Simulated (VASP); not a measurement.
# BiP: structure and properties in VASP

Aim: relax BiP, then compute properties on the relaxed cell. The steps: rough relaxation of the start cell, relaxing cell and atoms (PBE + D3(BJ)), second relaxation, density, ELF and potential (PBE + D3(BJ)), band structure (PBE + D3(BJ)), total and projected DOS (PBE + D3(BJ)), field gradients at the nuclei (PBE + D3(BJ)), band structure (TB-mBJ), volume scan with PBE + D3(BJ), fit for PBE + D3(BJ) and total energy, forces and stress (PBE + D3(BJ)), changed input. The cell is invented: it takes the structure of COD entry 9008831, AlP (space group 216 there), with some of its atoms replaced by other elements, volume scaled by an estimate. It may not be a known or stable phase.

Main program and level: VASP 6.6.1; PBE with D3(BJ); plane waves and PAW (Bi_d, P), in the first sound run; inputs show where later runs differ.

Report form: the programs' logs are mostly left out.

### Step 1. The starting structure

Before any relaxation, the start is as follows. Symmetry: F-43m, No. 216, cubic system. Conventional cell: a = 6.021 Å, b = 6.021 Å, c = 6.021 Å, α = 90.00°, β = 90.00°, γ = 90.00°. Nearest to Bi lie 4 P at 2.61 Å. Nearest to P lie 4 Bi at 2.61 Å. It derives from AlP. it takes the structure of COD entry 9008831, AlP (space group 216 there), with some of its atoms replaced by other elements, volume scaled by an estimate. Farther neighbours are not listed.

Structure file:

```cif
data_structure
_symmetry_space_group_name_H-M 'F-43m'
_symmetry_Int_Tables_number 216
_cell_length_a 6.0212
_cell_length_b 6.0212
_cell_length_c 6.0212
_cell_angle_alpha 90.000
_cell_angle_beta 90.000
_cell_angle_gamma 90.000
_cell_volume 218.30
loop_
_atom_site_label
_atom_site_type_symbol
_atom_site_symmetry_multiplicity
_atom_site_Wyckoff_symbol
_atom_site_fract_x
_atom_site_fract_y
_atom_site_fract_z
_atom_site_occupancy
Bi1 Bi 4 a 0.00000 0.00000 0.00000 1
P1 P 4 d 0.25000 0.25000 0.75000 1
```

### Step 2. Rough relaxation of the start cell

The start is only an estimate, so a cheap relaxation brings it near a minimum before any careful run. PBE, the usual starting point, adds the gradient of the density. A dispersion term adds the long-range attraction that semilocal functionals lack. D3 with Becke-Johnson damping keeps a finite attraction at short range.

File INCAR:

```
SYSTEM = BiP
PREC = Normal
ENCUT = 400
EDIFF = 1E-05
NELM = 60
ISMEAR = -1
SIGMA = 0.05
LREAL = .FALSE.
ALGO = Fast
GGA = PE
IVDW = 12
NBANDS = 16
LORBIT = 11
LWAVE = .FALSE.
LCHARG = .FALSE.
IBRION = 2
NSW = 40
ISIF = 3
EDIFFG = -0.04
```

File POSCAR:

```
BiP
1.0
    0.0000000000      3.0106150000      3.0106150000
    3.0106150000      0.0000000000      3.0106150000
    3.0106150000      3.0106150000      0.0000000000
Bi P
1 1
Direct
    0.0000000000      0.0000000000      0.0000000000
    0.2500000000      0.2500000000      0.2500000000
```

File KPOINTS:

```
Automatic mesh
0
Gamma
5 5 5
0 0 0
```

PAW data sets: Bi_d and P (PBE family, release 64).

Launch:

```bash
mpirun -np 1 vasp_std
```

Elapsed: 16 s, on 1 MPI rank of AMD EPYC 7R43, shared host; peak memory 0.11 GiB.

The k-mesh is coarse for a metal. This relaxation is a rough one on cheap settings, only to bring the start near its minimum. After so large a change of volume the plane waves of the start cell no longer fit, so the final stress carries a basis-set error. The run keeps the 24 symmetry operations of its start, so it cannot find a distortion of lower symmetry.

The steps of the relaxation:

| step | energy less that of the first step (eV) | largest force (eV/Å) | pressure (GPa) | volume (Å³) |
| --- | --- | --- | --- | --- |
| 1 | 0.0000 | 0.0000 | 12.41 | 54.58 |
| 2 | -0.2488 | 0.0000 | -4.01 | 73.03 |
| 3 | -0.3547 | 0.0000 | 0.03 | 65.34 |

| conventional cell, symmetrised | before | after | change |
| --- | --- | --- | --- |
| a (Å) | 6.021 | 6.394 | +6.2 % |
| b (Å) | 6.021 | 6.394 | +6.2 % |
| c (Å) | 6.021 | 6.394 | +6.2 % |
| volume (Å³/atom) | 27.29 | 32.67 | +19.7 % |

The relaxed structure:

```xyz
2
Lattice="0.0000 3.1969 3.1969 3.1969 0.0000 3.1969 3.1969 3.1969 0.0000" Properties=species:S:1:pos:R:3 pbc="T T T"
Bi    0.0000    0.0000    0.0000
P     1.5984    1.5984    1.5984
```

This step gave:

| Property | Result |
| --- | --- |
| electrons | 20 |
| bands | 16 |
| irreducible k-points | 10 |
| symmetry operations | 24 |
| free energy (TOTEN) | -9.215 eV |
| energy at zero smearing | -9.207 eV |
| Fermi energy | 4.753 eV |
| pressure | 0.03094 GPa |
| metallic | yes |
| SCF cycles over all ionic steps | 39 |

It ends with forces that vanish by symmetry and a pressure of 0.03 GPa.

### Step 3. Relaxing cell and atoms (PBE + D3(BJ))

Properties are meant for the cell that this level of theory prefers, so cell and atoms are relaxed first (ISIF = 3) until forces and stress are small; EDIFFG sets the threshold.

File INCAR:

```
SYSTEM = BiP
PREC = Accurate
ENCUT = 400
EDIFF = 1E-06
NELM = 100
ISMEAR = -1
SIGMA = 0.05
LREAL = .FALSE.
ALGO = Normal
GGA = PE
IVDW = 12
NBANDS = 16
LORBIT = 11
LWAVE = .FALSE.
LCHARG = .FALSE.
IBRION = 2
NSW = 60
ISIF = 3
EDIFFG = -0.01
```

File POSCAR:

```
BiP
1.0
    0.0000000000      3.1968698888      3.1968698888
    3.1968698888      0.0000000000      3.1968698888
    3.1968698888      3.1968698888      0.0000000000
Bi P
1 1
Direct
    0.0000000000      0.0000000000      0.0000000000
    0.2500000000      0.2500000000      0.2500000000
```

File KPOINTS:

```
Automatic mesh
0
Gamma
6 6 6
0 0 0
```

Launch:

```bash
mpirun -np 1 vasp_std
```

Wall time 38 s (1 MPI rank); peak memory 0.14 GiB.

Step by step:

| step | energy less that of the first step (eV) | largest force (eV/Å) | pressure (GPa) | volume (Å³) |
| --- | --- | --- | --- | --- |
| 1 | 0.0000 | 0.0000 | 0.75 | 65.34 |
| 2 | -0.0019 | 0.0000 | -0.37 | 66.81 |
| 3 | -0.0023 | 0.0000 | 0.02 | 66.35 |

| conventional cell, symmetrised | before | after | change |
| --- | --- | --- | --- |
| a (Å) | 6.394 | 6.426 | +0.5 % |
| b (Å) | 6.394 | 6.426 | +0.5 % |
| c (Å) | 6.394 | 6.426 | +0.5 % |
| volume (Å³/atom) | 32.67 | 33.17 | +1.5 % |

Final coordinates:

```
Bi P
1.0
     0.00000    3.21318    3.21318
     3.21318    0.00000    3.21318
     3.21318    3.21318    0.00000
Bi P
1 1
Cartesian
  0.0000 0.0000 0.0000
  1.6066 1.6066 1.6066
```

Numbers from this step:

- irreducible k-points: 16
- free energy (TOTEN): -9.212 eV
- energy at zero smearing: -9.210 eV
- Fermi energy: 4.608 eV
- pressure: 0.01933 GPa
- SCF cycles over all ionic steps: 27

It ends with forces that vanish by symmetry and a pressure of 0.02 GPa.

### Step 4. Second relaxation

A relaxation keeps the plane waves of the cell it began with, so it is repeated from the new cell, on a basis made for it.

INCAR is that of step 3.

File POSCAR:

```
BiP
1.0
    0.0000000000      3.2131835306      3.2131835306
    3.2131835306      0.0000000000      3.2131835306
    3.2131835306      3.2131835306      0.0000000000
Bi P
1 1
Direct
    0.0000000000      0.0000000000      0.0000000000
    0.2500000000      0.2500000000      0.2500000000
```

KPOINTS is that of step 3.

Launch:

```bash
mpirun -np 1 vasp_std
```

Run time: 18 s. Hardware: 1 MPI rank; peak memory 0.13 GiB.

Little changed from the start: no atom moved by 0.005 Å and no cell edge by 0.1 %.

Numbers from this step:

| Quantity | Value |
| --- | --- |
| pressure | 0.01244 GPa |
| SCF cycles over all ionic steps | 13 |

It ends with forces that vanish by symmetry and a pressure of 0.01 GPa. The volume moved by under 0.01 %: the run met its threshold at the first step.

### Step 5. Density, ELF and potential (PBE + D3(BJ))

A single point on the relaxed cell gives a clean self-consistent state, with density, ELF and potential written out.

Changes to INCAR since step 4:

```diff
@@ -14,6 +14,5 @@
 LWAVE = .FALSE.
-LCHARG = .FALSE.
-IBRION = 2
-NSW = 60
-ISIF = 3
-EDIFFG = -0.01
+LCHARG = .TRUE.
+ISIF = 2
+LELF = .TRUE.
+LVHAR = .TRUE.
```

POSCAR is that of step 4.

KPOINTS is that of step 4.

Launch:

```bash
mpirun -np 1 vasp_std
```

The job ended after 18 s (1 MPI rank; peak memory 0.13 GiB).

Numbers from this step:

* SCF cycles: 13

Valence electrons inside each PAW sphere by angular momentum. Sphere charges, by row:

| atom | s (e) | p (e) | d (e) | tot (e) |
| --- | --- | --- | --- | --- |
| Bi1 | 1.592 | 1.203 | 9.934 | 12.73 |
| P2 | 1.109 | 1.346 | 0 | 2.455 |

Electrostatic potential energy in the ac plane of a cell with a along [110], b along [-110] and c along [001] of the cube at fractional y = 0.000, with atoms of Bi and P within 0.2 Å of it. With pseudopotentials it is smooth inside the atoms' cores, unlike the true potential.

Ten even steps from '0' (-91 eV) to '9' (4 eV), each cell a mean:
```
0158999998510037999999730
2479988899742368998899863
7899853589987789974479987
9999610169999999830048999
9999610169999999830048999
9999853589999999964479999
9999988899999999998899999
9999999999999999999999999
9999999999999999999999999
9999999999999999999999999
9999999999999999999999999
9999999999999999999999999
9999999999999999999999999
8999999999998999999999999
5689999999865679999999976
0269999999620148999999841
0058999998400027999999720
```
Columns run along a (9.1 Å; values clipped at the 3rd and 97th percentile), rows up along c (6.4 Å), edges of the conventional cell, whose origin can differ from the input's. Atoms in or near the plane, at fractional coordinates: Bi at (0.50, 0.00), Bi at (0.00, 0.00), P at (0.75, 0.75), P at (0.25, 0.75).

ELF in the ac plane of a cell with a along [110], b along [-110] and c along [001] of the cube at fractional y = 0.000, with atoms of Bi and P within 0.2 Å of it. It is the smooth field of the valence electrons, not physical close to the nuclei.

Ten even steps from '0' (0.01) to '9' (0.84), each cell a mean:
```
3464467644633355456654553
5555799975555555689986565
5547998997455545898998545
3358974798533347995599633
1258964798521137985589731
0147998997410026898898620
0026899985200014789987410
0013567653100002467764200
0001223210000000123321000
0000001000000000000000000
0000000000000000000000000
0000000000000000000000000
2210000000122211000000112
4432000002344432100001234
6653100013566654210013456
3564210124653465311113564
5364323234635355322223653
```
Columns run along a (9.1 Å), rows up along c (6.4 Å), edges of the conventional cell, whose origin can differ from the input's. Atoms in or near the plane, at fractional coordinates: Bi at (0.50, 0.00), Bi at (0.00, 0.00), P at (0.75, 0.75), P at (0.25, 0.75).

Valence density in the ac plane of a cell with a along [110], b along [-110] and c along [001] of the cube at fractional y = 0.000, with atoms of Bi and P within 0.2 Å of it. It is the smooth field of the valence electrons, not physical close to the nuclei.

Ten steps, logarithmic in the rise over the least value, from '0' (-0.03 × 1e0 e/Å³) to '9' (9.32 × 1e0 e/Å³), each cell a mean:
```
9853222223589974322223479
7643333333467753333333357
4433444443344433344443334
2223430343222223442244322
1123430343211112441244211
1112344432111112344443211
0112334322100011233332110
0011122211100001122221100
0001111111000000111111000
0000111110000000011110000
0000000000000000000000000
1110000000111110000000011
1111000001111111000000111
3221100011223321100001123
5532110112355542110011245
8753111113578863211112468
9863211123689974211112479
```
Columns run along a (9.1 Å), rows up along c (6.4 Å), edges of the conventional cell, whose origin can differ from the input's. Atoms in or near the plane, at fractional coordinates: Bi at (0.50, 0.00), Bi at (0.00, 0.00), P at (0.75, 0.75), P at (0.25, 0.75).

In this run the pressure is 0.01 GPa, small enough to go on.

### Step 6. Band structure (PBE + D3(BJ))

The mesh alone shows little of the dispersion and can miss band extrema, so KPOINTS_OPT adds a path through the symmetry points after the self-consistent cycle.

File INCAR:

```
SYSTEM = BiP
PREC = Accurate
ENCUT = 400
EDIFF = 1E-06
NELM = 100
ISMEAR = -1
SIGMA = 0.05
LREAL = .FALSE.
ALGO = Normal
GGA = PE
IVDW = 12
NBANDS = 22
LORBIT = 11
LWAVE = .FALSE.
LCHARG = .FALSE.
```

POSCAR is that of step 5.

KPOINTS is that of step 5.

File KPOINTS_OPT:

```
Line mode
16
Line-mode
Reciprocal
  0.00000000   0.00000000   0.00000000 GAMMA
  0.50000000   0.00000000   0.50000000 X

  0.50000000   0.00000000   0.50000000 X
  0.50000000   0.25000000   0.75000000 W

  0.50000000   0.25000000   0.75000000 W
  0.37500000   0.37500000   0.75000000 K

  0.37500000   0.37500000   0.75000000 K
  0.00000000   0.00000000   0.00000000 GAMMA

  0.00000000   0.00000000   0.00000000 GAMMA
  0.50000000   0.50000000   0.50000000 L

  0.50000000   0.50000000   0.50000000 L
  0.62500000   0.25000000   0.62500000 U

  0.62500000   0.25000000   0.62500000 U
  0.50000000   0.25000000   0.75000000 W

  0.50000000   0.25000000   0.75000000 W
  0.50000000   0.50000000   0.50000000 L

  0.50000000   0.50000000   0.50000000 L
  0.37500000   0.37500000   0.75000000 K

  0.62500000   0.25000000   0.62500000 U
  0.50000000   0.00000000   0.50000000 X
```

Launch:

```bash
mpirun -np 1 vasp_std
```

Elapsed: 2.4 min, on 1 MPI rank; peak memory 0.15 GiB.

Spin-orbit coupling is off here; with elements this heavy it splits and shifts levels by tenths of an eV or more.

This step gave:

* bands: 22
* pressure: 0.01750 GPa

The electronic bands at the labelled points (eV, zero at the Fermi level; # counts the bands kept):

| point | #1 | #2 | #3 | #4 | #5 | #6 | #7 | #8 |
| --- | --- | --- | --- | --- | --- | --- | --- | --- |
| Γ | -6.10 | -1.85 | -1.85 | -1.85 | 0.82 | 0.82 | 0.82 | 4.20 |
| 0.53 of the way | -8.09 | -3.11 | -3.11 | -0.64 | -0.19 | 2.95 | 2.95 | 4.85 |
| X | -10.07 | -3.73 | -3.73 | -0.70 | -0.48 | 4.83 | 4.83 | 5.89 |
| 0.53 of the way | -10.05 | -3.97 | -3.92 | -0.16 | 0.32 | 3.73 | 4.15 | 5.98 |
| W | -10.04 | -4.14 | -4.06 | 0.35 | 1.51 | 2.34 | 3.56 | 6.03 |
| 0.53 of the way | -9.95 | -4.30 | -3.70 | -0.16 | 1.25 | 3.04 | 3.80 | 5.58 |
| K | -9.90 | -4.36 | -3.45 | -0.60 | 1.22 | 3.69 | 3.82 | 5.17 |
| 0.47 of the way | -8.22 | -3.65 | -2.46 | -1.19 | 1.62 | 1.78 | 2.50 | 5.89 |
| Γ | -6.10 | -1.85 | -1.85 | -1.85 | 0.82 | 0.82 | 0.82 | 4.20 |
| 0.47 of the way | -7.43 | -2.32 | -2.32 | -2.14 | 1.49 | 1.49 | 1.82 | 5.77 |
| L | -9.06 | -2.72 | -2.72 | -2.59 | 1.93 | 1.93 | 4.09 | 6.10 |
| 0.47 of the way | -9.29 | -3.99 | -3.00 | -1.11 | 1.73 | 2.56 | 3.57 | 6.07 |
| U | -9.90 | -4.36 | -3.45 | -0.60 | 1.22 | 3.69 | 3.82 | 5.17 |
| 0.47 of the way | -9.95 | -4.30 | -3.70 | -0.16 | 1.25 | 3.04 | 3.80 | 5.58 |
| W | -10.04 | -4.14 | -4.06 | 0.35 | 1.51 | 2.34 | 3.56 | 6.03 |
| 0.47 of the way | -9.46 | -4.19 | -3.26 | -0.61 | 1.64 | 2.69 | 3.56 | 5.58 |
| L | -9.06 | -2.72 | -2.72 | -2.59 | 1.93 | 1.93 | 4.09 | 6.10 |
| 0.53 of the way | -9.36 | -4.11 | -3.06 | -0.96 | 1.72 | 2.72 | 3.47 | 5.87 |
| K | -9.90 | -4.36 | -3.45 | -0.60 | 1.22 | 3.69 | 3.82 | 5.17 |
| jump to U | -9.90 | -4.36 | -3.45 | -0.60 | 1.22 | 3.69 | 3.82 | 5.17 |
| 0.53 of the way | -10.05 | -3.97 | -3.66 | -0.62 | -0.03 | 4.42 | 4.56 | 5.79 |
| X | -10.07 | -3.73 | -3.73 | -0.70 | -0.48 | 4.83 | 4.83 | 5.89 |

Of the projections kept (Bi, P), the largest for each band there; the rest of the weight can lie on other orbitals:

| point | #1 | #2 | #3 | #4 | #5 | #6 | #7 | #8 |
| --- | --- | --- | --- | --- | --- | --- | --- | --- |
| Γ | P 0.52 | P 0.58 | P 0.58 | P 0.58 | Bi 0.77 | Bi 0.77 | Bi 0.77 | Bi 0.68 |
| X | P 0.89 | Bi 0.53 | Bi 0.53 | P 0.70 | Bi 0.78 | Bi 0.57 | Bi 0.57 | P 0.81 |
| W | P 0.90 | Bi 0.58 | Bi 0.51 | P 0.78 | Bi 0.80 | P 0.67 | Bi 0.90 | P 0.68 |
| K | P 0.78 | Bi 0.56 | Bi 0.52 | P 0.55 | Bi 0.50 | Bi 0.64 | Bi 0.59 | P 0.54 |
| Γ | P 0.52 | P 0.58 | P 0.58 | P 0.58 | Bi 0.77 | Bi 0.77 | Bi 0.77 | Bi 0.68 |
| L | P 0.57 | P 0.51 | P 0.51 | Bi 0.52 | Bi 0.68 | Bi 0.68 | P 0.65 | Bi 0.57 |

There is no gap at this level.

### Step 7. Total and projected DOS (PBE + D3(BJ))

A density of states needs more k-points than a total energy; ISMEAR = -5 takes tetrahedra, and LORBIT projects the states on the PAW spheres. The mesh is finer than in the run before.

Changes to INCAR since step 6:

```diff
@@ -5,3 +5,3 @@
 NELM = 100
-ISMEAR = -1
+ISMEAR = -5
 SIGMA = 0.05
@@ -15 +15,2 @@
 LCHARG = .FALSE.
+NEDOS = 2001
```

POSCAR is that of step 6.

File KPOINTS:

```
Automatic mesh
0
Gamma
9 9 9
0 0 0
```

Launch:

```bash
mpirun -np 1 vasp_std
```

It took 49 s on 1 MPI rank; peak memory 0.15 GiB.

With tetrahedra the forces and stress of a metal are not exact derivatives of the energy.

This step gave:

* SCF cycles: 14
* irreducible k-points: 35
* free energy (TOTEN): -9.202 eV
* Fermi energy: 4.557 eV
* pressure: -0.02292 GPa
* DOS at the Fermi level: 0.7882 states/eV/cell

The density of states has structure finer than the step of the table below, so its rows give means over 0.5 eV, whole bins alone (the curve runs from -12.0 to 7.98 eV). Peaks (eV: height): total -4.19: 3.11, 1.69: 2.96, 2.69: 2.90, 5.84: 4.35; Bi p -4.19: 0.669, 1.69: 0.740, 2.69: 0.576, 3.76: 0.705; P p -4.19: 0.537, -0.52: 0.619, 2.69: 0.529, 5.84: 0.617; Bi s -11.16: 1.15, -9.15: 0.267, -0.52: 0.190; P s -11.88: 0.248, -9.85: 0.694.

States under -12.0 eV and over 8.0 eV are left out. Density of states against energy, zero at the Fermi level; means over each step; values in states/eV/cell:

| energy (eV) | total | Bi p | P p | Bi s | P s | Bi d |
| --- | --- | --- | --- | --- | --- | --- |
| -11.5 | 1.43 | 0.00787 | 0.0201 | 0.799 | 0.153 | 0.00231 |
| -11.0 | 0.393 | 0.00121 | 0.00760 | 0.253 | 0.0196 | 3.5e-4 |
| -10.5 | 0 | 0 | 0 | 0 | 0 | 0 |
| -10.0 | 0.413 | 0.0191 | 0.00170 | 0.0311 | 0.185 | 0.00377 |
| -9.5 | 1.14 | 0.0503 | 0.0107 | 0.172 | 0.452 | 0.00910 |
| -9.0 | 1.10 | 0.0489 | 0.0168 | 0.234 | 0.388 | 0.00740 |
| -8.5 | 0.570 | 0.0239 | 0.00982 | 0.143 | 0.196 | 0.00374 |
| -8.0 | 0.361 | 0.0139 | 0.00641 | 0.0998 | 0.124 | 0.00226 |
| -7.5 | 0.230 | 0.00771 | 0.00390 | 0.0688 | 0.0801 | 0.00128 |
| -7.0 | 0.139 | 0.00365 | 0.00199 | 0.0450 | 0.0506 | 6.6e-4 |
| -6.5 | 0.0674 | 0.00117 | 6.9e-4 | 0.0232 | 0.0256 | 2.0e-4 |
| -6.0 | 0.00290 | 1.7e-5 | 2.1e-6 | 0.00105 | 0.00114 | 0 |
| -5.5 | 0 | 0 | 0 | 0 | 0 | 0 |
| -5.0 | 0 | 0 | 0 | 0 | 0 | 0 |
| -4.5 | 0.167 | 0.0359 | 0.0287 | 4.1e-4 | 3.7e-4 | 5.8e-4 |
| -4.0 | 2.06 | 0.442 | 0.367 | 0.00953 | 0.00937 | 0.00889 |
| -3.5 | 2.37 | 0.518 | 0.474 | 0.00989 | 0.00976 | 0.0152 |
| -3.0 | 2.08 | 0.458 | 0.458 | 0.00528 | 0.00513 | 0.0195 |
| -2.5 | 1.11 | 0.239 | 0.266 | 0.00235 | 0.00217 | 0.0147 |
| -2.0 | 0.407 | 0.0743 | 0.0956 | 0.0115 | 0.0100 | 0.00585 |
| -1.5 | 0.662 | 0.102 | 0.151 | 0.0397 | 0.0320 | 0.00652 |
| -1.0 | 0.982 | 0.132 | 0.238 | 0.0676 | 0.0458 | 0.00919 |
| -0.5 | 1.75 | 0.155 | 0.439 | 0.134 | 0.0550 | 0.0226 |
| 0.0 | 0.770 | 0.121 | 0.137 | 0.0387 | 0.0333 | 0.00994 |
| 0.5 | 0.607 | 0.158 | 0.0489 | 0.00736 | 0.0308 | 0.00975 |
| 1.0 | 1.03 | 0.269 | 0.107 | 0.0122 | 0.0399 | 0.0174 |
| 1.5 | 1.79 | 0.465 | 0.218 | 0.0192 | 0.0547 | 0.0335 |
| 2.0 | 1.48 | 0.378 | 0.213 | 0.00872 | 0.0169 | 0.0327 |
| 2.5 | 1.78 | 0.395 | 0.310 | 0.00578 | 0.00831 | 0.0462 |
| 3.0 | 1.76 | 0.380 | 0.318 | 0.00691 | 0.0194 | 0.0477 |
| 3.5 | 1.87 | 0.463 | 0.341 | 0.00884 | 0.0334 | 0.0470 |
| 4.0 | 1.07 | 0.306 | 0.187 | 0.00314 | 0.0105 | 0.0234 |
| 4.5 | 0.261 | 0.0762 | 0.0539 | 0.00142 | 0.00125 | 0.00425 |
| 5.0 | 0.130 | 0.00514 | 0.00561 | 0.00490 | 0.00248 | 0.00520 |
| 5.5 | 1.40 | 0.0665 | 0.142 | 0.0133 | 0.00870 | 0.0798 |
| 6.0 | 2.35 | 0.129 | 0.227 | 0.0244 | 0.0115 | 0.123 |
| 6.5 | 0.968 | 0.0741 | 0.0330 | 0.0221 | 0.00545 | 0.0413 |
| 7.0 | 1.67 | 0.161 | 0.0473 | 0.0191 | 0.0107 | 0.0995 |
| 7.5 | 2.31 | 0.290 | 0.0835 | 0.0143 | 0.0148 | 0.133 |

The finer mesh and the other smearing move the Fermi level by -0.05 eV from the 6×6×6 run, one measure of the sampling error in the zero of the bands above. Of the states within 0.3 eV of the Fermi level, the largest shares in the PAW spheres are P p 18 %, Bi p 15 % and Bi s 5 %. The rest lies in smaller channels or between the spheres.

### Step 8. Field gradients at the nuclei (PBE + D3(BJ))

Field gradients probe how far the charge around each nucleus departs from cubic symmetry; LASPH keeps the non-spherical terms inside the spheres.

File INCAR:

```
SYSTEM = BiP
PREC = Accurate
ENCUT = 400
EDIFF = 1E-07
NELM = 100
ISMEAR = -1
SIGMA = 0.05
LREAL = .FALSE.
ALGO = Normal
GGA = PE
IVDW = 12
NBANDS = 16
LORBIT = 11
LWAVE = .FALSE.
LCHARG = .FALSE.
LEFG = .TRUE.
LASPH = .TRUE.
```

POSCAR is that of step 7.

File KPOINTS:

```
Automatic mesh
0
Gamma
6 6 6
0 0 0
```

Launch:

```bash
mpirun -np 1 vasp_std
```

It took 17 s on 1 MPI rank; peak memory 0.14 GiB.

This step gave:

```
bands                : 16
irreducible k-points : 16
free energy (TOTEN)  : -9.213 eV
Fermi energy         : 4.608 eV
pressure             : 0.01623 GPa
```

Electric field gradients, by row:

| atom | Vxx (V/Å²) | Vyy (V/Å²) | Vzz (V/Å²) | asymmetry |
| --- | --- | --- | --- | --- |
| Bi1 | -0.001 | -0.001 | 0.003 | - |
| P2 | 0.001 | 0.001 | -0.001 | - |

All gradients vanish within the noise.

The run ends at a pressure of 0.02 GPa.

[end of part 1 of 2]

[Lines on the potential files, build, host, timing and source positions are cut from VASP's logs without a mark.]

[Logs are printed without paths, hosts, clocks, repeated set-up lines and the standing remarks that a program may print on its own settings, such as how far it seeks lower states.]

[Hosts, paths, dates, database ids (printed as entryN), source tags and the programs' standing remarks are cut or masked in the printed files.]

[A measured line is paired with the nearest computed mode of its activity, which favours agreement.]
